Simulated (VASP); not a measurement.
Method: PBEsol GGA, VASP's PBE PAW potentials (set 64) (plane waves; VASP).

A VASP calculation is set up with these files.

KPOINTS:
```
Automatic
0
gamma
  8 8 8
```

INCAR:
```
! general
SYSTEM  = CeO2
PREC    = Accurate
ENCUT   = 620
LREAL   = .FALSE.
LASPH   = .TRUE.

! electronic loop
EDIFF   = 1E-6
NELM    = 100
ALGO    = Normal
LMAXMIX = 6

! smearing
ISMEAR  = 0
SIGMA   = 0.05

! functional
GGA     = PS

! ions
IBRION  = 2
NSW     = 40
ISIF    = 3
EDIFFG  = -0.02
PSTRESS = 450

! output
LWAVE   = .FALSE.
LCHARG  = .FALSE.
```

File POSCAR:
```
CeO2
1
   -0.0000000000     2.5558289517     2.5558289517
    2.5558289517    -0.0000000000     2.5558289517
    2.5558289517     2.5558289517     0.0000000000
Ce O
1 2
Direct
  1.0000000000   0.0000000000   0.0000000000
  0.2500000000   0.2500000000   0.2500000000
  0.7500000000   0.7500000000   0.7500000000
```

POTCAR, in this order: Ce O (PBE.64 set). Program: vasp_std.

The resulting files:

### OSZICAR
```
       N       E                     dE             d eps       ncg     rms          rms(c)
DAV:   1     0.243124748030E+03    0.24312E+03   -0.13128E+04   928   0.237E+03
DAV:   2     0.142297012565E+02   -0.22890E+03   -0.21599E+03  1248   0.341E+02
DAV:   3    -0.298253246384E+02   -0.44055E+02   -0.37712E+02  1224   0.157E+02
DAV:   4    -0.317042410235E+02   -0.18789E+01   -0.18786E+01  1384   0.382E+01
DAV:   5    -0.317982360967E+02   -0.93995E-01   -0.93991E-01  1568   0.765E+00    0.526E+01
DAV:   6    -0.279073895006E+02    0.38908E+01   -0.59807E+01  1304   0.612E+01    0.181E+01
DAV:   7    -0.277740893500E+02    0.13330E+00   -0.50221E+01  1392   0.831E+01    0.301E+01
DAV:   8    -0.267841705448E+02    0.98992E+00   -0.57595E+00  1376   0.258E+01    0.162E+00
DAV:   9    -0.268156843207E+02   -0.31514E-01   -0.34411E-01  1720   0.431E+00    0.648E-01
DAV:  10    -0.268177723986E+02   -0.20881E-02   -0.14636E-02  1096   0.847E-01    0.755E-01
DAV:  11    -0.268186974615E+02   -0.92506E-03   -0.25890E-02  1472   0.152E+00    0.326E-01
DAV:  12    -0.268181388173E+02    0.55864E-03   -0.53310E-03  1488   0.743E-01    0.664E-02
DAV:  13    -0.268181692191E+02   -0.30402E-04   -0.15751E-04  1344   0.110E-01    0.337E-02
DAV:  14    -0.268181704462E+02   -0.12271E-05   -0.35172E-05  1568   0.577E-02    0.925E-03
DAV:  15    -0.268181706503E+02   -0.20411E-06   -0.11917E-06   824   0.922E-03
   1 F= -.17439802E+02 E0= -.17439802E+02  d E =-.174398E+02
```

**OUTCAR**
```
------------------------ aborting loop because EDIFF is reached ----------------------------------------
  FORCE on cell =-STRESS in cart. coord.  units (eV):
  Direction    XX          YY          ZZ          XY          YZ          ZX
  --------------------------------------------------------------------------------------
  Total        9.3649137      9.3649137      9.3649137     -0.0000000     -0.0000000      0.0000000
  in kB      449.3544117    449.3544117    449.3544117     -0.0000000     -0.0000000      0.0000000
  external PRESSURE =      -0.6455883 kB  Pullay stress =     450.0000000 kB
  volume of cell :       33.39
      direct lattice vectors                 reciprocal lattice vectors
     0.000000000  2.555828952  2.555828952    -0.195631245  0.195631245  0.195631245
     2.555828952  0.000000000  2.555828952     0.195631245 -0.195631245  0.195631245
     2.555828952  2.555828952  0.000000000     0.195631245  0.195631245 -0.195631245
 POSITION                                       TOTAL-FORCE (eV/Angst)
 -----------------------------------------------------------------------------------
      0.00000      0.00000      0.00000        -0.000000      0.000000     -0.000000
      1.27791      1.27791      1.27791        -0.000000     -0.000000      0.000000
      3.83374      3.83374      3.83374         0.000000     -0.000000     -0.000000
 -----------------------------------------------------------------------------------
    total drift:                                0.000000     -0.000000      0.000000
  FREE ENERGIE OF THE ION-ELECTRON SYSTEM (eV)
  ---------------------------------------------------
  free  energy   TOTEN  =       -26.8181706503 eV

  energy  without entropy=      -26.8181706503  energy(sigma->0) =      -26.81817065
  enthalpy is  TOTEN    =       -17.4398023673 eV   P V=        9.3783682830

 reached required accuracy - stopping structural energy minimisation
```
(Selected blocks of OUTCAR.)

The compound is CeO2 in the fluorite structure. It was relaxed first under an external pressure of 45 GPa. The run is not spin-polarised, so no magnetic state was tried.
